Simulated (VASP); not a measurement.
# Be3Se2O (I-4m2) in VASP: density of states with PBE

Aim: the density of states of Be3Se2O with PBE.

All numbers are computed with VASP 6.6.1; they aren't measurements. Logs are shortened: lines on timing, memory, paths and dates and some standing lists are left out, and cuts for length are marked.

## (1) The structure

The structure is tetragonal, space group I-4m2 (No. 119). The conventional cell has a = 3.401 Å, b = 3.401 Å, c = 13.856 Å, α = 90.00°, β = 90.00°, γ = 90.00°. Be (site symmetry 2mm) has 2 O at 1.85 Å as nearest neighbours. Around Be (site symmetry -4m2) lie 4 Se at 2.17 Å. Around Se (site symmetry 2mm) lie 4 Be at 2.17 to 2.20 Å. O (site symmetry -4m2) has 4 Be at 1.85 Å as nearest neighbours.

The cell was built by a generator and needn't be a form met in nature.

## (2) Density of states, PBE

POSCAR reads:

```
Be3Se2O                                 
1.0
   -1.7007467626      1.7007467626      6.9280701937
    1.7007467626     -1.7007467626      6.9280701937
    1.7007467626      1.7007467626     -6.9280701937
  Be              Se              O             
     3     2     1
Direct
     0.9478912160317950    0.4478912160317952    0.5000000000000000
     0.5521087839682050    0.0521087839682049    0.5000000000000000
     0.2500000000000000    0.7500000000000000    0.5000000000000000
     0.6525880730943169    0.6525880730943169    0.0000000000000000
     0.3474119269056831    0.3474119269056831    0.0000000000000000
     0.0000000000000000    0.0000000000000000    1.0000000000000000
```

INCAR.step1 reads:

```
SYSTEM = Be3Se2O
PREC = Accurate
ENCUT = 520
EDIFF = 1E-6
ISMEAR = 0
SIGMA = 0.03
LREAL = .FALSE.
LASPH = .TRUE.
NELM = 80
ALGO = Normal
ISIF = 2
LWAVE = .FALSE.
LCHARG = .TRUE.
GGA = PE
NBANDS = 21
KPAR = 4
```

KPOINTS.step1 reads:

```
Automatic mesh
0
G
  10 10 10
  0 0 0
```

INCAR.step2 reads:

```
SYSTEM = Be3Se2O
PREC = Accurate
ENCUT = 520
EDIFF = 1E-6
ISMEAR = -5
SIGMA = 0.03
LREAL = .FALSE.
LASPH = .TRUE.
NELM = 80
ALGO = Normal
ISIF = 2
LWAVE = .FALSE.
LCHARG = .FALSE.
GGA = PE
LORBIT = 11
NBANDS = 21
KPAR = 4
NEDOS = 2001
ICHARG = 11
```

KPOINTS.step2 reads:

```
Automatic mesh
0
G
  15 15 15
  0 0 0
```

Potentials or basis: VASP PAW PBE potentials, release 64 (Be, Se, O).

Run with:

```bash
> cat potpaw_PBE.64/Be/POTCAR potpaw_PBE.64/Se/POTCAR potpaw_PBE.64/O/POTCAR > POTCAR
> cp INCAR.step1 INCAR
> cp KPOINTS.step1 KPOINTS
> mpirun -np 4 vasp_std > vasp.out
> cp INCAR.step2 INCAR
> cp KPOINTS.step2 KPOINTS
> mpirun -np 4 vasp_std > vasp.out
```

OUTCAR:

```text
SYSTEM = Be3Se2O
   PREC = Accurate
   ENCUT = 520
   EDIFF = 1E-6
   ISMEAR = -5
   LREAL = .FALSE.
   LASPH = .TRUE.
   NELM = 80
   ISIF = 2
   GGA = PE
   LORBIT = 11
   ICHARG = 11

 ion  position               nearest neighbor table
   1  0.948  0.448  0.500-   6 1.85   6 1.85   5 2.20   5 2.20
   2  0.552  0.052  0.500-   6 1.85   6 1.85   4 2.20   4 2.20
   3  0.250  0.750  0.500-   4 2.17   5 2.17   5 2.17   4 2.17
   4  0.653  0.653  0.000-   3 2.17   3 2.17   2 2.20   2 2.20
   5  0.347  0.347  0.000-   3 2.17   3 2.17   1 2.20   1 2.20
   6  0.000  0.000  0.000-   2 1.85   1 1.85   2 1.85   1 1.85

  LATTYP: Found a body centered tetragonal cell.
 ALAT       =     3.4014935252
 C/A-ratio  =     4.0735460129

  Lattice vectors:

 A1 = (  -1.7007467626,   1.7007467626,   6.9280701937)
 A2 = (   1.7007467626,  -1.7007467626,   6.9280701937)
 A3 = (   1.7007467626,   1.7007467626,  -6.9280701937)

Analysis of symmetry for initial positions (statically):
=====================================================================
 Subroutine PRICEL returns:
 Original cell was already a primitive cell.

 Routine SETGRP: Setting up the symmetry group for a
 body centered tetragonal supercell.

 Subroutine GETGRP returns: Found  8 space group operations
 (whereof  8 operations were pure point group operations)
 out of a pool of 16 trial point group operations.

The static configuration has the point symmetry D_2d.

Analysis of symmetry for dynamics (positions and initial velocities):
=====================================================================
 Subroutine PRICEL returns:
 Original cell was already a primitive cell.

 Routine SETGRP: Setting up the symmetry group for a
 body centered tetragonal supercell.

 Subroutine GETGRP returns: Found  8 space group operations
 (whereof  8 operations were pure point group operations)
 out of a pool of 16 trial point group operations.

The dynamic configuration has the point symmetry D_2d.

 Subroutine INISYM returns: Found  8 space group operations
 (whereof  8 operations are pure point group operations),
 and found     1 'primitive' translations

----------------------------------------------------------------------------------------

                                     Primitive cell

  volume of cell :      80.1589

  direct lattice vectors                    reciprocal lattice vectors
    -1.700746763  1.700746763  6.928070194     0.000000000  0.293988506  0.072170169
     1.700746763 -1.700746763  6.928070194     0.293988506  0.000000000  0.072170169
     1.700746763  1.700746763 -6.928070194     0.293988506  0.293988506  0.000000000

  length of vectors
     7.333705456  7.333705456  7.333705456     0.302717319  0.302717319  0.415762533

  position of ions in fractional coordinates (direct lattice)
     0.947891216  0.447891216  0.500000000
     0.552108784  0.052108784  0.500000000
     0.250000000  0.750000000  0.500000000
     0.652588073  0.652588073  0.000000000
     0.347411927  0.347411927  0.000000000
     0.000000000  0.000000000  0.000000000

  ion indices of the primitive-cell ions
   primitive index   ion index
                 1           1
                 2           2
                 3           3
                 4           4
                 5           5
                 6           6

----------------------------------------------------------------------------------------

 KPOINTS: Automatic mesh

Automatic generation of k-mesh.
 Grid dimensions read from file:
 generate k-points for:   15   15   15

 Generating k-lattice:

  Cartesian coordinates                     Fractional coordinates (reciprocal lattice)
     0.000000000  0.019599234  0.004811345     0.066666667  0.000000000 -0.000000000
     0.019599234  0.000000000  0.004811345     0.000000000  0.066666667 -0.000000000
     0.019599234  0.019599234  0.000000000     0.000000000  0.000000000  0.066666667

  Length of vectors
     0.020181155  0.020181155  0.027717502

  Shift w.r.t. Gamma in fractional coordinates (k-lattice)
     0.000000000  0.000000000  0.000000000

 TETIRR: Found   4311 inequivalent tetrahedra from    20250

 Subroutine IBZKPT returns following result:
 ===========================================

 Found    288 irreducible k-points:

 Following reciprocal coordinates:
            Coordinates               Weight
  0.000000  0.000000  0.000000      1.000000
  0.066667  0.000000 -0.000000      8.000000
  0.133333  0.000000 -0.000000      8.000000
  0.200000  0.000000  0.000000      8.000000
  0.266667  0.000000 -0.000000      8.000000
  0.333333  0.000000  0.000000      8.000000
[... 16 lines left out ...]
  0.133333  0.133333  0.000000      8.000000
  0.200000  0.133333  0.000000     16.000000
 [... further k-points ...]
   k-points           NKPTS =    288   k-points in BZ     NKDIM =    288   number of bands    NBANDS=     21
   number of dos      NEDOS =   2001   number of ions     NIONS =      6
   total plane-waves  NPLWV = 175616
   dimension x,y,z NGX =    56 NGY =   56 NGZ =   56
   dimension x,y,z NGXF=   112 NGYF=  112 NGZF=  112
   ions per type =               3   2   1
   NGX,Y,Z   is equivalent  to a cutoff of  12.69, 12.69, 12.69 a.u.
   NGXF,Y,Z  is equivalent  to a cutoff of  25.39, 25.39, 25.39 a.u.
 SYSTEM =  Be3Se2O
   PREC   = accura    normal or accurate (medium, high low for compatibility)
   ISTART =      0    job   : 0-new  1-cont  2-samecut
   ICHARG =     11    charge: 1-file 2-atom 10-const
   ISPIN  =      1    spin polarized calculation?
   LNONCOLLINEAR =      F non collinear calculations
   LSORBIT =      F    spin-orbit coupling
   LASPH  =      T    aspherical Exc in radial PAW
   ENCUT  =  520.0 eV  38.22 Ry    6.18 a.u.  13.64 13.64 13.64*2*pi/ulx,y,z
   NELM   =     80;   NELMIN=  2; NELMDL=  0     # of ELM steps
   EDIFF  = 0.1E-05   stopping-criterion for ELM
   LREAL  =      F    real-space projection
   EDIFFG = 0.1E-04   stopping-criterion for IOM
   NSW    =      0    number of steps for IOM
   IBRION =     -1    ionic relax: 0-MD 1-quasi-New 2-CG
   NFREE  =      0    steps in history (QN), initial steepest desc. (CG)
   ISIF   =      2    stress and relaxation
   ISYM   =      2    0-nonsym 1-usesym 2-fastsym
   POTIM  = 0.5000    time-step for ionic-motion
   TEBEG  =    0.0;   TEEND  =   0.0 temperature during run
   PSTRESS=    0.0 pullay stress
   NELECT =      24.0000    total number of electrons
   NUPDOWN=      -1.0000    fix difference up-down
   EMIN   =  10.00;   EMAX   =-10.00  energy-range for DOS
   EFERMI =   0.00;   METHOD = LEGACY
   ISMEAR =    -5;   SIGMA  =   0.03  broadening in eV -4-tet -1-fermi 0-gaus
   EFERMI_NEDOS =   21; number of points for ismear=-14 and -15
   IALGO  =     38    algorithm
   IMIX   =      4    mixing-type and parameters
     AMIX     =   0.40;   BMIX     =  1.00
     AMIX_MAG =   1.60;   BMIX_MAG =  1.00
  volume/ion in A,a.u.               =      13.36        90.16
  Fermi-wavevector in a.u.,A,eV,Ry     =   1.095203  2.069634 16.319782  1.199470
  Thomas-Fermi vector in A             =   2.231522
   LORBIT       =     11    0 simple, 1 ext, 2 COOP (PROOUT), +10 PAW based schemes
   GGA     = PE    functional components
   LHFCALC =     F    Hartree Fock is set to
   AEXX    =    0.0000 exact exchange contribution
   IVDW    =     0    specifies the selected vdW correction
   LEPSILON=     F    determine dielectric tensor
   LRPA    =     F    only Hartree local field effects (RPA)
 non-spin polarized calculation
 Fermi weights with tetrahedron method with Bloechl corrections
  energy-cutoff  :      520.00
  volume of cell :       80.16
 maximum number of plane-waves:      2180

 number of electron      23.9999998 magnetization

 Free energy of the ion-electron system (eV)
  ---------------------------------------------------
  ext. energy  EPLUGINS =         0.00000000
  ---------------------------------------------------
  free energy    TOTEN  =       -29.93356113 eV

  energy without entropy =      -29.93356113  energy(sigma->0) =      -29.93356113

 E-fermi :   4.1891     XC(G=0):  -9.9183

 val. band max:        4.1772313347   @ k =   0.0000   0.0000   0.0000
 cond. band min:       6.2110514138   @ k =   0.0000   0.0000   0.0000
 fundamental gap:      2.0338200791
 Fermi energy:         4.1891187600

 k-point     1 :       0.0000    0.0000    0.0000
  band No.  band energies     occupation
      1     -14.2865      2.00000
      2      -9.6023      2.00000
      3      -8.8513      2.00000
      4      -1.1193      2.00000
      5      -0.5014      2.00000
      6      -0.5014      2.00000
[... 13 lines left out ...]
     20      11.8247      0.00000
     21      13.0066      0.00000

 k-point     2 :       0.0667    0.0000   -0.0000
  band No.  band energies     occupation
      1     -14.2789      2.00000
      2      -9.5764      2.00000
      3      -8.8251      2.00000
      4      -1.2949      2.00000
      5      -0.4841      2.00000
      6      -0.3424      2.00000
[... 13 lines left out ...]
     20      11.7330      0.00000
     21      12.9404      0.00000

 k-point     3 :       0.1333    0.0000   -0.0000
  band No.  band energies     occupation
      1     -14.2571      2.00000
      2      -9.4996      2.00000
      3      -8.7517      2.00000
      4      -1.6044      2.00000
      5      -0.4343      2.00000
      6      -0.1707      2.00000
[... 13 lines left out ...]
     20      11.4398      0.00000
     21      12.7654      0.00000
[... 457 lines left out ...]
 k-point    23 :       0.1333    0.1333    0.0000
  band No.  band energies     occupation
      1     -14.2294      2.00000
      2      -9.3974      2.00000
      3      -8.6520      2.00000
      4      -1.6638      2.00000
      5      -0.7225      2.00000
      6      -0.2275      2.00000
[... 13 lines left out ...]
     20      11.7721      0.00000
     21      11.9831      0.00000

 k-point    24 :       0.2000    0.1333    0.0000
  band No.  band energies     occupation
      1     -14.1991      2.00000
      2      -9.2666      2.00000
      3      -8.5538      2.00000
      4      -1.7890      2.00000
      5      -0.7591      2.00000
      6      -0.3865      2.00000
[... 13 lines left out ...]
     20      12.1271      0.00000
     21      12.6399      0.00000

 [... further k-points ...]
[... 5 lines left out ...]
  --------------------------------------------------------------------------------------
  -------------------------------------------------------------------------------------
  Total       -0.0014760     -0.0014760      0.0108620      0.0000000      0.0000000      0.0000000
  in kB       -0.0295021     -0.0295021      0.2171035      0.0000000      0.0000000      0.0000000
  external PRESSURE =       0.0526998 kB  Pullay stress =       0.0000000 kB

 VOLUME and BASIS-vectors are now :
 -----------------------------------------------------------------------------
  energy-cutoff  :      520.00
  volume of cell :       80.16
      direct lattice vectors                 reciprocal lattice vectors
    -1.700746763  1.700746763  6.928070194     0.000000000  0.293988506  0.072170169
     1.700746763 -1.700746763  6.928070194     0.293988506  0.000000000  0.072170169
     1.700746763  1.700746763 -6.928070194     0.293988506  0.293988506  0.000000000

 POSITION                                       TOTAL-FORCE (eV/Angst)
 -----------------------------------------------------------------------------------
      0.00000      1.70075      6.20604         0.000000     -0.000000      0.004224
      0.00000      1.70075      0.72203        -0.000000     -0.000000     -0.004224
      1.70075     -0.00000      3.46404         0.000000     -0.000000      0.000000
      0.00000      0.00000      9.04235        -0.000000      0.000000     -0.001621
      0.00000      0.00000      4.81379        -0.000000      0.000000      0.001621
      0.00000      0.00000      0.00000         0.000000     -0.000000      0.000000
 -----------------------------------------------------------------------------------
    total drift:                               -0.000000      0.000000     -0.000000

  FREE ENERGIE OF THE ION-ELECTRON SYSTEM (eV)
  ---------------------------------------------------
  free  energy   TOTEN  =       -29.9335611333 eV

  energy  without entropy=      -29.9335611333  energy(sigma->0) =      -29.93356113

 total charge

# of ion       s       p       d       tot
------------------------------------------
    1        0.347   0.561   0.000   0.909
    2        0.347   0.561   0.000   0.909
    3        0.399   0.676   0.000   1.075
    4        1.426   2.578   0.037   4.040
    5        1.426   2.578   0.037   4.040
    6        1.542   3.462   0.000   5.003
--------------------------------------------------
tot          5.487  10.416   0.073  15.975
```

Run time: 4 min. Hardware: 4 MPI ranks of AMD EPYC 9R45 (Zen 5), shared host; peak memory 0.71 GiB.

Results:

| Item | Value |
| --- | --- |
| Valence electrons inside the program's atomic spheres | Be 0.91, 1.07; Se 4.04; O 5.00 |

Levels at points of the mesh, in eV from the valence-band top:
```tsv
k point	band 9	band 10	band 11	band 12	band 13	band 14	band 15	band 16
(0.00, 0.00, 0.00)	-1.60	-0.83	0.00	0.00	2.03	4.15	5.07	5.74
```

States per cell in windows of 1 eV (zero at the valence-band top; states under -8 eV left out):
```csv
from (eV),total,O6_p,Se4_p,Se5_p,Be3_p,Be1_p,Be2_p
-8.0,0.00,0.00,0.00,0.00,0.00,0.00,0.00
-7.0,1.07,0.27,0.07,0.07,0.01,0.03,0.03
-6.0,3.03,0.74,0.26,0.26,0.04,0.07,0.07
-5.0,3.44,1.01,0.30,0.30,0.04,0.13,0.13
-4.0,2.75,0.52,0.38,0.38,0.11,0.08,0.08
-3.0,3.43,0.49,0.61,0.61,0.19,0.09,0.09
-2.0,2.95,0.38,0.60,0.60,0.17,0.07,0.07
-1.0,1.39,0.07,0.36,0.36,0.05,0.04,0.04
0.0,0.00,0.00,0.00,0.00,0.00,0.00,0.00
1.0,0.00,0.00,0.00,0.00,0.00,0.00,0.00
2.0,0.30,0.00,0.01,0.01,0.01,0.03,0.03
3.0,1.71,0.06,0.03,0.03,0.11,0.11,0.11
4.0,1.29,0.05,0.02,0.02,0.08,0.07,0.07
5.0,3.26,0.14,0.07,0.07,0.25,0.17,0.17
6.0,3.79,0.15,0.13,0.13,0.33,0.22,0.22
7.0,3.03,0.14,0.12,0.12,0.18,0.25,0.25
```
